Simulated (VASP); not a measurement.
Calculation: PBE GGA, VASP's PBE PAW potentials (set 64) (plane waves; VASP).

Input for VASP

**KPOINTS**
```
kpoints
0
G
  13 13 13
0 0 0
```

### INCAR
```
# general
SYSTEM  = NiSi2
PREC    = Normal
ENCUT   = 400
LREAL   = .FALSE.
LASPH   = .TRUE.

# electronic loop
EDIFF   = 1E-5
NELM    = 100
NELMIN  = 4
ALGO    = Fast
LMAXMIX = 4

# smearing
ISMEAR  = 1
SIGMA   = 0.1

# functional
GGA     = PE

# ions
IBRION  = 2
NSW     = 20
ISIF    = 2
EDIFFG  = -0.03

# output
LWAVE   = .FALSE.
LCHARG  = .FALSE.
```

**POSCAR**
```
NiSi2
1.0
  0.0000000000   2.7264404649   2.7264404649
  2.7264404649   0.0000000000   2.7264404649
  2.7264404649   2.7264404649   0.0000000000
Si Ni
2 1
Direct
  0.2500000000   0.2500000000   0.2500000000
  0.7500000000   0.7500000000   0.7500000000
  0.0000000000   0.0000000000   0.0000000000
```

POTCAR, in this order: Si Ni (PBE.64 set). Program: vasp_std.

What VASP printed:

**OUTCAR**
```
 ion  position               nearest neighbor table
   1  0.250  0.250  0.250-   3 2.36   3 2.36   3 2.36   3 2.36   2 2.73   2 2.73   2 2.73   2 2.73
                             2 2.73   2 2.73
   2  0.750  0.750  0.750-   3 2.36   3 2.36   3 2.36   3 2.36   1 2.73   1 2.73   1 2.73   1 2.73
                             1 2.73   1 2.73
   3  0.000  0.000  0.000-   2 2.36   2 2.36   2 2.36   1 2.36   2 2.36   1 2.36   1 2.36   1 2.36
  LATTYP: Found a face centered cubic cell.
 ALAT       =     5.4528809298
 Subroutine PRICEL returns:
 Original cell was already a primitive cell.
 Subroutine GETGRP returns: Found 48 space group operations
The static configuration has the point symmetry O_h .
The dynamic configuration has the point symmetry O_h .
 Subroutine INISYM returns: Found 48 space group operations
 Subroutine IBZKPT returns following result:
 Found     84 irreducible k-points:

 Following reciprocal coordinates:
            Coordinates               Weight
  0.000000  0.000000  0.000000      1.000000
  0.076923  0.000000  0.000000      8.000000
  0.153846  0.000000  0.000000      8.000000
  0.230769  0.000000  0.000000      8.000000
  0.307692  0.000000  0.000000      8.000000
  0.384615  0.000000  0.000000      8.000000
  0.461538  0.000000  0.000000      8.000000
  0.076923  0.076923  0.000000      6.000000
  0.153846  0.076923  0.000000     24.000000
  0.230769  0.076923  0.000000     24.000000
  0.307692  0.076923  0.000000     24.000000
  0.384615  0.076923  0.000000     24.000000
  0.461538  0.076923  0.000000     24.000000
 -0.461538  0.076923  0.000000     24.000000
 -0.384615  0.076923  0.000000     24.000000
 -0.307692  0.076923  0.000000     24.000000
 -0.230769  0.076923  0.000000     24.000000
 -0.153846  0.076923  0.000000     24.000000
 -0.076923  0.076923  0.000000     12.000000
  0.153846  0.153846  0.000000      6.000000
  0.230769  0.153846  0.000000     24.000000
  0.307692  0.153846  0.000000     24.000000
  0.384615  0.153846  0.000000     24.000000
  0.461538  0.153846  0.000000     24.000000
 -0.461538  0.153846  0.000000     24.000000
 -0.384615  0.153846  0.000000     24.000000
 -0.307692  0.153846  0.000000     24.000000
 -0.230769  0.153846  0.000000     24.000000
 -0.153846  0.153846  0.000000     12.000000
  0.230769  0.230769  0.000000      6.000000
  0.307692  0.230769  0.000000     24.000000
  0.384615  0.230769  0.000000     24.000000
  0.461538  0.230769  0.000000     24.000000
 -0.461538  0.230769  0.000000     24.000000
 -0.384615  0.230769  0.000000     24.000000
 -0.307692  0.230769  0.000000     24.000000
 -0.230769  0.230769  0.000000     12.000000
  0.307692  0.307692  0.000000      6.000000
  0.384615  0.307692  0.000000     24.000000
  0.461538  0.307692  0.000000     24.000000
   k-points           NKPTS =     84   k-points in BZ     NKDIM =     84   number of bands    NBANDS=     13
   number of dos      NEDOS =    301   number of ions     NIONS =      3
   total plane-waves  NPLWV =   8000
   dimension x,y,z NGX =    20 NGY =   20 NGZ =   20
   dimension x,y,z NGXF=    40 NGYF=   40 NGZF=   40
   ions per type =               2   1
   PREC   = normal    normal or accurate (medium, high low for compatibility)
   ISTART =      0    job   : 0-new  1-cont  2-samecut
   ICHARG =      2    charge: 1-file 2-atom 10-const
   ISPIN  =      1    spin polarized calculation?
   LNONCOLLINEAR =      F non collinear calculations
   LSORBIT =      F    spin-orbit coupling
   INIWAV =      1    electr: 0-lowe 1-rand  2-diag
   ENCUT  =  400.0 eV  29.40 Ry    5.42 a.u.   6.29  6.29  6.29*2*pi/ulx,y,z
   NELM   =    100;   NELMIN=  4; NELMDL= -5     # of ELM steps
   EDIFF  = 0.1E-04   stopping-criterion for ELM
...
```

**OSZICAR**
```
       N       E                     dE             d eps       ncg     rms          rms(c)
DAV:   1     0.615743294591E+02    0.61574E+02   -0.67184E+03  2216   0.114E+03
DAV:   2    -0.158134325679E+02   -0.77388E+02   -0.72696E+02  2244   0.228E+02
DAV:   3    -0.193036634272E+02   -0.34902E+01   -0.33946E+01  2798   0.541E+01
DAV:   4    -0.193723014617E+02   -0.68638E-01   -0.68569E-01  2618   0.743E+00
DAV:   5    -0.193741281159E+02   -0.18267E-02   -0.18264E-02  2847   0.125E+00    0.162E+01
RMM:   6    -0.243483067861E+02   -0.49742E+01   -0.52316E+01  2224   0.101E+02    0.285E+01
RMM:   7    -0.175478249327E+02    0.68005E+01   -0.16317E+01  2184   0.582E+01    0.326E+00
RMM:   8    -0.173842119187E+02    0.16361E+00   -0.11973E+00  2184   0.128E+01    0.210E+00
RMM:   9    -0.173630067392E+02    0.21205E-01   -0.22159E-01  2196   0.534E+00    0.496E-01
RMM:  10    -0.173659372105E+02   -0.29305E-02   -0.37041E-02  2219   0.175E+00    0.329E-01
RMM:  11    -0.173715933615E+02   -0.56562E-02   -0.17819E-02  2194   0.181E+00    0.606E-01
RMM:  12    -0.173663060606E+02    0.52873E-02   -0.13661E-02  2194   0.149E+00    0.941E-02
RMM:  13    -0.173665416456E+02   -0.23559E-03   -0.22668E-03  2208   0.328E-01    0.906E-02
RMM:  14    -0.173665798077E+02   -0.38162E-04   -0.31570E-04  2279   0.191E-01    0.109E-01
RMM:  15    -0.173665941893E+02   -0.14382E-04   -0.10999E-04  1879   0.752E-02    0.110E-01
RMM:  16    -0.173665400477E+02    0.54142E-04   -0.16429E-05  1439   0.454E-02    0.990E-02
RMM:  17    -0.173664866242E+02    0.53424E-04   -0.26918E-04  2342   0.101E-01    0.943E-02
RMM:  18    -0.173664798932E+02    0.67309E-05   -0.23847E-05  1613   0.690E-02
   1 F= -.17366480E+02 E0= -.17366468E+02  d E =-.173665E+02
```

**OUTCAR**
```
------------------------ aborting loop because EDIFF is reached ----------------------------------------
  FORCE on cell =-STRESS in cart. coord.  units (eV):
  Direction    XX          YY          ZZ          XY          YZ          ZX
  --------------------------------------------------------------------------------------
  Total       -0.0828893     -0.0828893     -0.0828893     -0.0000000      0.0000000     -0.0000000
  in kB       -3.2763556     -3.2763556     -3.2763556     -0.0000000      0.0000000     -0.0000000
  external PRESSURE =      -3.2763556 kB  Pullay stress =       0.0000000 kB
  volume of cell :       40.53
      direct lattice vectors                 reciprocal lattice vectors
     0.000000000  2.726440465  2.726440465    -0.183389297  0.183389297  0.183389297
     2.726440465  0.000000000  2.726440465     0.183389297 -0.183389297  0.183389297
     2.726440465  2.726440465  0.000000000     0.183389297  0.183389297 -0.183389297
 POSITION                                       TOTAL-FORCE (eV/Angst)
 -----------------------------------------------------------------------------------
      1.36322      1.36322      1.36322        -0.000000     -0.000000      0.000000
      4.08966      4.08966      4.08966         0.000000      0.000000     -0.000000
      0.00000      0.00000      0.00000         0.000000     -0.000000      0.000000
 -----------------------------------------------------------------------------------
    total drift:                               -0.000000     -0.000000     -0.000000
  FREE ENERGIE OF THE ION-ELECTRON SYSTEM (eV)
  ---------------------------------------------------
  free  energy   TOTEN  =       -17.3664798932 eV

  energy  without entropy=      -17.3664452678  energy(sigma->0) =      -17.36646835

 reached required accuracy - stopping structural energy minimisation
```
(Selected blocks of OUTCAR.)

The compound is NiSi2 in the fluorite structure. It was relaxed first. The run is not spin-polarised, so no magnetic state was tried.
